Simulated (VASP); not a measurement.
These are PBE GGA, VASP's PBE PAW potentials (set 64) (plane waves; VASP) values and carry that method's errors.

The input files of a VASP run:

**POSCAR**
```
RhAl
1
    2.9193682750    -0.0000000000     0.0000000000
   -1.4596841375     2.5282470121    -0.0000000000
    0.0000000000     0.0000000000     7.7147209232
Rh Al
2 2
Direct
  0.0000000000   0.0000000000   0.0000000000
  0.0000000000   0.0000000000   0.5000000000
  0.3333330000   0.6666670000   0.2500000000
  0.6666670000   0.3333330000   0.7500000000
```

**KPOINTS**
```
Automatic mesh
0
Gamma
13 13 5
0 0 0
```

### INCAR
```
LORBIT = 11
GGA = PE
ISIF = 2
LREAL = F   # projection in real space or not
SYSTEM = RhAl
LEFG = T
LWAVE = F
ENCUT = 400
PREC = Accurate
LASPH = T
NEDOS = 601   # DOS grid
EDIFF = 1E-7   # SCF stop (eV)
LMAXMIX = 4   # l cut-off of mixed one-centre charges
NELM = 100
ISMEAR = -5   # tetrahedra, Bloechl
ALGO = Normal
LCHARG = T
```

POTCAR, in this order: Rh_pv Al (PBE.64 set). Program: vasp_std.

The resulting files:

File OSZICAR:
```
       N       E                     dE             d eps       ncg     rms          rms(c)
DAV:   1     0.266828136739E+03    0.26683E+03   -0.18566E+04  3260   0.135E+03
DAV:   2    -0.183916410499E+02   -0.28522E+03   -0.27794E+03  3078   0.399E+02
DAV:   3    -0.260676740153E+02   -0.76760E+01   -0.75552E+01  3432   0.676E+01
DAV:   4    -0.261514771838E+02   -0.83803E-01   -0.83759E-01  3032   0.713E+00
DAV:   5    -0.261528987899E+02   -0.14216E-02   -0.14224E-02  3362   0.942E-01    0.128E+01
DAV:   6    -0.255171456055E+02    0.63575E+00   -0.91953E+00  3030   0.245E+01    0.420E+00
DAV:   7    -0.251819742656E+02    0.33517E+00   -0.19723E+00  2946   0.116E+01    0.309E+00
DAV:   8    -0.251272882071E+02    0.54686E-01   -0.14460E-01  3132   0.330E+00    0.541E-01
DAV:   9    -0.251256940008E+02    0.15942E-02   -0.45710E-03  3304   0.462E-01    0.196E-01
DAV:  10    -0.251256506653E+02    0.43336E-04   -0.11290E-03  3132   0.319E-01    0.645E-02
DAV:  11    -0.251255618685E+02    0.88797E-04   -0.24172E-04  3086   0.143E-01    0.200E-02
DAV:  12    -0.251255588038E+02    0.30647E-05   -0.67119E-06  3276   0.182E-02    0.373E-03
DAV:  13    -0.251255607133E+02   -0.19095E-05   -0.77908E-07  3208   0.715E-03    0.304E-03
DAV:  14    -0.251255608160E+02   -0.10271E-06   -0.25434E-08  1596   0.122E-03    0.842E-04
DAV:  15    -0.251255611273E+02   -0.31129E-06   -0.16446E-08  1506   0.108E-03    0.717E-04
DAV:  16    -0.251255611239E+02    0.34779E-08   -0.20532E-09  1464   0.352E-04
   1 F= -.25125561E+02 E0= -.25125561E+02  d E =0.000000E+00
```

**OUTCAR**
```
------------------------ aborting loop because EDIFF is reached ----------------------------------------
  FORCE on cell =-STRESS in cart. coord.  units (eV):
  Direction    XX          YY          ZZ          XY          YZ          ZX
  --------------------------------------------------------------------------------------
  Total        0.2023432      0.2023432     -0.3392962      0.0000000      0.0000000      0.0000000
  in kB        5.6933867      5.6933864     -9.5468685      0.0000000      0.0000000      0.0000000
  external PRESSURE =       0.6133015 kB  Pullay stress =       0.0000000 kB
  volume of cell :       56.94
      direct lattice vectors                 reciprocal lattice vectors
     2.919368275  0.000000000  0.000000000     0.342539860  0.197765486  0.000000000
    -1.459684138  2.528247012  0.000000000     0.000000000  0.395530973  0.000000000
     0.000000000  0.000000000  7.714720923     0.000000000  0.000000000  0.129622317
 POSITION                                       TOTAL-FORCE (eV/Angst)
 -----------------------------------------------------------------------------------
      0.00000      0.00000      0.00000         0.000000      0.000000     -0.000000
      0.00000      0.00000      3.85736         0.000000      0.000000     -0.000000
     -0.00000      1.68550      1.92868        -0.000000     -0.000000      0.000000
      1.45969      0.84275      5.78604         0.000000      0.000000     -0.000000
 -----------------------------------------------------------------------------------
    total drift:                                0.000000     -0.000000      0.000000
  FREE ENERGIE OF THE ION-ELECTRON SYSTEM (eV)
  ---------------------------------------------------
  free  energy   TOTEN  =       -25.1255611239 eV

  energy  without entropy=      -25.1255611239  energy(sigma->0) =      -25.12556112

 total charge

# of ion       s       p       d       tot
------------------------------------------
    1        0.366   6.272   7.270  13.908
    2        0.366   6.272   7.270  13.908
    3        0.415   0.383   0.000   0.797
    4        0.415   0.383   0.000   0.797
--------------------------------------------------
tot          1.561  13.310  14.540  29.411

 Electric field gradients after diagonalization (V/A^2)
 (convention: |V_zz| > |V_xx| > |V_yy|)
----------------------------------------------------------------------
 ion       V_xx      V_yy      V_zz     asymmetry (V_yy - V_xx)/ V_zz
----------------------------------------------------------------------
   1     -16.818   -16.814    33.632       0.000
   2     -16.818   -16.814    33.632       0.000
   3      13.364    13.364   -26.728       0.000
   4      13.364    13.364   -26.728       0.000
```
(Selected blocks of OUTCAR.)

OUTCAR:
```
 val. band max:       10.2092344075   @ k =   0.3077   0.1538   0.4000

 cond. band min:      10.0439501033   @ k =   0.0769   0.0769   0.4000


 Fermi energy:        10.1595723831

 k-point     1 :       0.0000    0.0000    0.0000
  band No.  band energies     occupation
      1     -36.1892      2.00000
      2     -36.1796      2.00000
      3     -35.9772      2.00000
      4     -35.9772      2.00000
      5     -35.9767      2.00000
      6     -35.9767      2.00000
      7       0.1156      2.00000
      8       2.1429      2.00000
      9       3.7481      2.00000
     10       5.6268      2.00000
     11       7.5749      2.00000
     12       7.6883      2.00000
     13       7.6883      2.00000
     14       7.7290      2.00000
     15       7.7290      2.00000
     16       8.6935      2.00000
     17       8.6935      2.00000
     18       8.9514      2.00000
     19       8.9514      2.00000
     20       9.9781      1.21213
     21      15.9428      0.00000
     22      19.7856      0.00000

 k-point     2 :       0.0769   -0.0000    0.0000
  band No.  band energies     occupation
      1     -36.1868      2.00000
      2     -36.1775      2.00000
      3     -35.9909      2.00000
      4     -35.9908      2.00000
      5     -35.9803      2.00000
      6     -35.9800      2.00000
      7       0.2606      2.00000
      8       2.2277      2.00000
      9       3.9225      2.00000
     10       5.7338      2.00000
     11       7.5810      2.00000
     12       7.6009      2.00000
     13       7.6254      2.00000
     14       7.7984      2.00000
     15       7.8403      2.00000
     16       8.4377      2.00000
     17       8.6284      2.00000
     18       8.6522      2.00000
     19       8.9187      2.00000
     20      10.6307     -0.06824
     21      15.9264      0.00000
     22      19.6408      0.00000

 k-point     3 :       0.1538   -0.0000    0.0000
  band No.  band energies     occupation
      1     -36.1812      2.00000
...
```

For a metal the tetrahedron method with Blöchl corrections gives inexact stress and forces.

The structure was generated: RhAl was put into the NiAs type type (P6_3/mmc), which need not be its known phase. It was relaxed first, which changed the volume by -36 %.
